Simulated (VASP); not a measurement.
# BeZn2Se3 (P-62m) in VASP: further runs

One crystal, BeZn2Se3, is run at these levels: PBE; tasks: relaxation of cell and atoms.

Program: VASP 6.6.1. These are calculated values, not measurements. Logs are shortened: lines on timing, memory, paths and dates and some standing lists are left out, and cuts for length are marked.

## 1. Starting point

Symmetry: P-62m, No. 189, hexagonal system. Conventional cell: a = 5.101 Å, b = 5.101 Å, c = 5.595 Å, α = 90.00°, β = 90.00°, γ = 120.00°. Be (site symmetry -62m) has 3 Se at 2.04 Å as nearest neighbours. Zn (site symmetry -6) has 3 Zn at 2.94 Å and 6 Se at 3.20 Å as nearest neighbours. Around Se (site symmetry m2m) lie 1 Be at 2.04 Å.

The cell was built by a generator and needn't be a form met in nature.

## 2. Relaxation of cell and atoms, PBE

Input file INCAR:

```
PREC = Normal
ENCUT = 520
EDIFF = 1E-4
ISMEAR = 0
SIGMA = 0.15
LREAL = False
LASPH = True
NELM = 60
ALGO = Fast
ISIF = 3
LWAVE = False
LCHARG = False
GGA = PE
IBRION = 2
NSW = 24
EDIFFG = -0.08
```

Input file KPOINTS:

```
Automatic mesh
0
Gamma
  3 3 3
```

Input file POSCAR:

```
BeZn2Se3
1.0
    5.1008131500      0.0000000000      0.0000000000
   -2.5504065700      4.4174337700      0.0000000000
    0.0000000000      0.0000000000      5.5952574600
Be Zn Se
1 2 3
Direct
    0.0000000000      0.0000000000      0.5000000000
    0.3333333300      0.6666666700      0.0000000000
    0.6666666700      0.3333333300      0.0000000000
    0.4002812600      0.0000000000      0.5000000000
    0.0000000000      0.4002812600      0.5000000000
    0.5997187400      0.5997187400      0.5000000000
```

Potentials or basis: VASP PAW PBE potentials, release 64 (Be, Zn, Se).

Launch:

```
$ cat potpaw_PBE.64/Be/POTCAR potpaw_PBE.64/Zn/POTCAR potpaw_PBE.64/Se/POTCAR > POTCAR
$ mpirun -np 1 vasp_std > vasp.out
```

OUTCAR:

```text
PREC = Normal
   ENCUT = 520
   EDIFF = 1E-4
   ISMEAR = 0
   LREAL = False
   LASPH = True
   NELM = 60
   ISIF = 3
   GGA = PE
   IBRION = 2
   NSW = 24
   EDIFFG = -0.08

 ion  position               nearest neighbor table
   1  0.000  0.000  0.500-   5 2.04   4 2.04   6 2.04
   2  0.333  0.667  0.000-   3 2.94   3 2.94   3 2.94
   3  0.667  0.333  0.000-   2 2.94   2 2.94   2 2.94
   4  0.400  0.000  0.500-   1 2.04   6 2.70   6 2.70   5 2.70   5 2.70
   5  0.000  0.400  0.500-   1 2.04   6 2.70   6 2.70   4 2.70   4 2.70
   6  0.600  0.600  0.500-   1 2.04   4 2.70   5 2.70   4 2.70   5 2.70

  LATTYP: Found a hexagonal cell.
 ALAT       =     5.1008131500
 C/A-ratio  =     1.0969344094

  Lattice vectors:

 A1 = (   5.1008131500,   0.0000000000,   0.0000000000)
 A2 = (  -2.5504065700,   4.4174337700,   0.0000000000)
 A3 = (   0.0000000000,   0.0000000000,   5.5952574600)

Analysis of symmetry for initial positions (statically):
=====================================================================
 Subroutine PRICEL returns:
 Original cell was already a primitive cell.

 Routine SETGRP: Setting up the symmetry group for a
 hexagonal supercell.

 Subroutine GETGRP returns: Found 12 space group operations
 (whereof 12 operations were pure point group operations)
 out of a pool of 24 trial point group operations.

The static configuration has the point symmetry D_3h.

Analysis of symmetry for dynamics (positions and initial velocities):
=====================================================================
 Subroutine PRICEL returns:
 Original cell was already a primitive cell.

 Routine SETGRP: Setting up the symmetry group for a
 hexagonal supercell.

 Subroutine GETGRP returns: Found 12 space group operations
 (whereof 12 operations were pure point group operations)
 out of a pool of 24 trial point group operations.

The dynamic configuration has the point symmetry D_3h.

 Subroutine INISYM returns: Found 12 space group operations
 (whereof 12 operations are pure point group operations),
 and found     1 'primitive' translations

----------------------------------------------------------------------------------------

                                     Primitive cell

  volume of cell :     126.0752

  direct lattice vectors                    reciprocal lattice vectors
     5.100813150  0.000000000  0.000000000     0.196047173  0.113187888  0.000000000
    -2.550406570  4.417433770  0.000000000     0.000000000  0.226375777  0.000000000
     0.000000000  0.000000000  5.595257460     0.000000000  0.000000000  0.178722786

  length of vectors
     5.100813150  5.100813149  5.595257460     0.226375777  0.226375777  0.178722786

  position of ions in fractional coordinates (direct lattice)
     0.000000000  0.000000000  0.500000000
     0.333333330  0.666666670  0.000000000
     0.666666670  0.333333330  0.000000000
     0.400281260  0.000000000  0.500000000
     0.000000000  0.400281260  0.500000000
     0.599718740  0.599718740  0.500000000

  ion indices of the primitive-cell ions
   primitive index   ion index
                 1           1
                 2           2
                 3           3
                 4           4
                 5           5
                 6           6

----------------------------------------------------------------------------------------

 KPOINTS: Automatic mesh

Automatic generation of k-mesh.
 Grid dimensions read from file:
 generate k-points for:    3    3    3

 Generating k-lattice:

  Cartesian coordinates                     Fractional coordinates (reciprocal lattice)
     0.065349058  0.037729296  0.000000000     0.333333333  0.000000000  0.000000000
     0.000000000  0.075458592  0.000000000     0.000000000  0.333333333  0.000000000
     0.000000000  0.000000000  0.059574262     0.000000000  0.000000000  0.333333333

  Length of vectors
     0.075458592  0.075458592  0.059574262

  Shift w.r.t. Gamma in fractional coordinates (k-lattice)
     0.000000000  0.000000000  0.000000000

 Subroutine IBZKPT returns following result:
 ===========================================

 Found      6 irreducible k-points:

 Following reciprocal coordinates:
            Coordinates               Weight
  0.000000  0.000000  0.000000      1.000000
  0.333333  0.000000  0.000000      6.000000
  0.333333  0.333333  0.000000      2.000000
  0.000000  0.000000  0.333333      2.000000
  0.333333  0.000000  0.333333     12.000000
  0.333333  0.333333  0.333333      4.000000
   k-points           NKPTS =      6   k-points in BZ     NKDIM =      6   number of bands    NBANDS=     26
   number of dos      NEDOS =    301   number of ions     NIONS =      6
   total plane-waves  NPLWV =  25088
   dimension x,y,z NGX =    28 NGY =   28 NGZ =   32
   dimension x,y,z NGXF=    56 NGYF=   56 NGZF=   64
   ions per type =               1   2   3
   NGX,Y,Z   is equivalent  to a cutoff of   9.13,  9.13,  9.51 a.u.
   NGXF,Y,Z  is equivalent  to a cutoff of  18.25, 18.25, 19.02 a.u.
 SYSTEM =  unknown system
   PREC   = normal    normal or accurate (medium, high low for compatibility)
   ISTART =      0    job   : 0-new  1-cont  2-samecut
   ICHARG =      2    charge: 1-file 2-atom 10-const
   ISPIN  =      1    spin polarized calculation?
   LNONCOLLINEAR =      F non collinear calculations
   LSORBIT =      F    spin-orbit coupling
   LASPH  =      T    aspherical Exc in radial PAW
   ENCUT  =  520.0 eV  38.22 Ry    6.18 a.u.   9.48  9.48 10.40*2*pi/ulx,y,z
   NELM   =     60;   NELMIN=  2; NELMDL= -5     # of ELM steps
   EDIFF  = 0.1E-03   stopping-criterion for ELM
   LREAL  =      F    real-space projection
   EDIFFG = -.8E-01   stopping-criterion for IOM
   NSW    =     24    number of steps for IOM
   IBRION =      2    ionic relax: 0-MD 1-quasi-New 2-CG
   NFREE  =      1    steps in history (QN), initial steepest desc. (CG)
   ISIF   =      3    stress and relaxation
   ISYM   =      2    0-nonsym 1-usesym 2-fastsym
   POTIM  = 0.5000    time-step for ionic-motion
   TEBEG  =    0.0;   TEEND  =   0.0 temperature during run
   PSTRESS=    0.0 pullay stress
   NELECT =      44.0000    total number of electrons
   NUPDOWN=      -1.0000    fix difference up-down
   EMIN   =  10.00;   EMAX   =-10.00  energy-range for DOS
   EFERMI =   0.00;   METHOD = LEGACY
   ISMEAR =     0;   SIGMA  =   0.15  broadening in eV -4-tet -1-fermi 0-gaus
   EFERMI_NEDOS =   21; number of points for ismear=-14 and -15
   IALGO  =     68    algorithm
   IMIX   =      4    mixing-type and parameters
     AMIX     =   0.40;   BMIX     =  1.00
     AMIX_MAG =   1.60;   BMIX_MAG =  1.00
  volume/ion in A,a.u.               =      21.01       141.80
  Fermi-wavevector in a.u.,A,eV,Ry     =   1.152610  2.178118 18.075487  1.328511
  Thomas-Fermi vector in A             =   2.289260
   LORBIT       =      0    0 simple, 1 ext, 2 COOP (PROOUT), +10 PAW based schemes
   GGA     = PE    functional components
   LHFCALC =     F    Hartree Fock is set to
   AEXX    =    0.0000 exact exchange contribution
   IVDW    =     0    specifies the selected vdW correction
   LEPSILON=     F    determine dielectric tensor
   LRPA    =     F    only Hartree local field effects (RPA)
 conjugate gradient relaxation of ions
 non-spin polarized calculation
 RMM-DIIS sequential band-by-band and
 Gauss-broadening in eV      SIGMA  =   0.15
  energy-cutoff  :      520.00
  volume of cell :      126.08
 maximum number of plane-waves:      3420
   NGX = 19   NGY = 19   NGZ = 21

--------------------------------------- Ionic step        1  -------------------------------------------

 number of electron      43.9999864 magnetization

 Free energy of the ion-electron system (eV)
  ---------------------------------------------------
  ext. energy  EPLUGINS =         0.00000000
  ---------------------------------------------------
  free energy    TOTEN  =       -13.66661588 eV

  energy without entropy =      -13.60104026  energy(sigma->0) =      -13.63382807

------------------------ aborting loop because EDIFF is reached ----------------------------------------

  FORCE on cell =-STRESS in cart. coord.  units (eV):
  Direction    XX          YY          ZZ          XY          YZ          ZX
  --------------------------------------------------------------------------------------
  -------------------------------------------------------------------------------------
  Total       11.4858257     11.4858257      1.8403028      0.0000000      0.0000000      0.0000000
  in kB      145.9631635    145.9631636     23.3867743      0.0000002      0.0000000      0.0000000
  external PRESSURE =     105.1043671 kB  Pullay stress =       0.0000000 kB
[... 101 lines left out ...]
  FREE ENERGIE OF THE ION-ELECTRON SYSTEM (eV)
  ---------------------------------------------------
  free  energy   TOTEN  =       -14.5072657958 eV

  energy  without entropy=      -14.4513256476  energy(sigma->0) =      -14.47929572

 E-fermi :   6.9568     XC(G=0): -10.9030

 val. band max:        6.5212601493   @ k =   0.3333   0.3333   0.0000
 cond. band min:       6.9623915582   @ k =   0.3333   0.0000   0.3333
 fundamental gap:      0.4411314089
 Fermi energy:         6.9568219318

 k-point     1 :       0.0000    0.0000    0.0000
  band No.  band energies     occupation
      1     -11.6887      2.00000
      2     -10.4739      2.00000
      3     -10.4739      2.00000
      4      -3.5272      2.00000
      5      -2.6122      2.00000
      6      -2.1895      2.00000
[... 163 lines left out ...]
     25       7.8827      0.00000
     26       9.4220      0.00000

[... ionic steps 4 to 21 ...]

--------------------------------------- Ionic step       22  -------------------------------------------

 number of electron      44.0000211 magnetization

------------------------ aborting loop because EDIFF is reached ----------------------------------------

  FORCE on cell =-STRESS in cart. coord.  units (eV):
  Direction    XX          YY          ZZ          XY          YZ          ZX
  --------------------------------------------------------------------------------------
  -------------------------------------------------------------------------------------
  Total        1.5813055      1.5813055      2.8803693      0.0000000      0.0000000      0.0000000
  in kB       21.2342818     21.2342819     38.6785309      0.0000000      0.0000000      0.0000000
  external PRESSURE =      27.0490315 kB  Pullay stress =       0.0000000 kB
[... 65 lines left out ...]
  energy  without entropy=      -17.8398745141  energy(sigma->0) =      -17.84973461

--------------------------------------- Ionic step       24  -------------------------------------------

 number of electron      44.0000176 magnetization

 Free energy of the ion-electron system (eV)
  ---------------------------------------------------
  ext. energy  EPLUGINS =         0.00000000
  ---------------------------------------------------
  free energy    TOTEN  =       -17.85943447 eV

  energy without entropy =      -17.83966603  energy(sigma->0) =      -17.84955025

 E-fermi :   2.9001     XC(G=0):  -9.4937

 val. band max:        2.8950303869   @ k =   0.0000   0.0000   0.0000
 cond. band min:       2.9219062142   @ k =   0.0000   0.0000   0.3333
 fundamental gap:      0.0268758273
 Fermi energy:         2.9000636165

 k-point     1 :       0.0000    0.0000    0.0000
  band No.  band energies     occupation
      1     -10.9441      2.00000
      2      -9.7082      2.00000
      3      -9.7082      2.00000
      4      -4.3836      2.00000
      5      -4.2857      2.00000
      6      -4.2395      2.00000
[... 196 lines left out ...]
  FREE ENERGIE OF THE ION-ELECTRON SYSTEM (eV)
  ---------------------------------------------------
  free  energy   TOTEN  =       -17.8594344715 eV

  energy  without entropy=      -17.8396660290  energy(sigma->0) =      -17.84955025

 reached required accuracy - stopping structural energy minimisation
```

Wall time 3.3 min (1 thread of Intel Xeon Platinum 8488C (Sapphire Rapids), shared host); peak memory 0.18 GiB.

Results:

```yaml
Free_energy: -17.8594 eV
Relaxed_volume: 20.87 Å³/atom
Relaxed_cell: a = 6.345 Å, b = 6.345 Å, c = 3.592 Å, α = 90.00°, β = 90.00°, γ = 120.00°
Space_group_after_relaxing_to_0.05_Å: P-62m (No. 189)
Energy_gained_by_relaxing: 698.8 meV/atom
Ionic_steps: 24
Pressure_after_relaxing: 0.0 GPa
Largest_force_after_relaxing: 0.041 eV/Å
Band_gap_on_the_k_mesh: 0.03 eV, indirect (least direct gap 0.04 eV)
```

Forces in eV/Å, atoms in the order of the input:
```
Be   0.000  0.000  0.000
Zn   0.000  0.000  0.000
Zn   0.000  0.000  0.000
Se   0.041  0.000  0.000
Se  -0.021  0.036  0.000
Se  -0.021 -0.036  0.000
```

The path:
| step | energy change (eV) | largest force (eV/Å) | pressure (GPa) | volume (Å³) |
| --- | --- | --- | --- | --- |
| 1 | 0.0000 | 0.1209 | 10.51 | 126.08 |
| 2 | -0.8368 | 0.7560 | -1.81 | 152.66 |
| 3 | -0.8406 | 0.6996 | -0.26 | 149.55 |
| 4 | -0.8414 | 0.7320 | -1.41 | 151.04 |
| 5 | -0.8417 | 0.7204 | -1.16 | 150.52 |
| 6 | -1.0136 | 0.6252 | -1.24 | 149.21 |
| 7 | -1.4808 | 0.1116 | -1.61 | 144.57 |
| 8 | -3.0342 | 1.3482 | 0.58 | 131.91 |
| 9 | 1.0217 | 6.4062 | 46.68 | 91.63 |
| 10 | -3.3155 | 2.8819 | 4.20 | 124.47 |
| 11 | -3.2974 | 2.6629 | 3.19 | 126.03 |
| 12 | -3.3349 | 2.6925 | 3.80 | 125.92 |
| 13 | -3.4173 | 2.7373 | 3.59 | 125.53 |
| 14 | -3.4359 | 2.8841 | 3.34 | 124.51 |
| 15 | -3.4544 | 2.8287 | 3.32 | 125.00 |
| 16 | -3.5203 | 2.6722 | 2.85 | 125.33 |
| 17 | -3.6934 | 2.2108 | 1.94 | 126.35 |
| 18 | -3.9406 | 1.4200 | 0.00 | 128.40 |
| 19 | -4.1128 | 0.2387 | -2.82 | 132.55 |
| 20 | -4.1384 | 0.2040 | -2.06 | 131.14 |
| 21 | -4.1856 | 0.0922 | -1.21 | 127.12 |
| 22 | -4.1405 | 0.1694 | 2.70 | 119.31 |
| 23 | -4.1930 | 0.0237 | 0.47 | 124.63 |
| 24 | -4.1928 | 0.0410 | 0.05 | 125.25 |

Final structure:
```
Be Zn Se
1.0
     6.34541    0.00000    0.00000
    -3.17271    5.49529    0.00000
     0.00000    0.00000    3.59190
Be Zn Se
1 2 3
Direct
  0.00000 0.00000 0.50000
  0.33333 0.66667 0.00000
  0.66667 0.33333 0.00000
  0.34071 0.00000 0.50000
  0.00000 0.34071 0.50000
  0.65929 0.65929 0.50000
```

Caveat: the k mesh is coarse (spacing up to 0.47 Å⁻¹), so the values aren't converged; an odd mesh through Γ misses points on the zone boundary, where band edges often lie; the relaxation stopped at a loose force limit of 0.08 eV/Å, so its end isn't a converged minimum.

(Continued in part 2 of 2.)
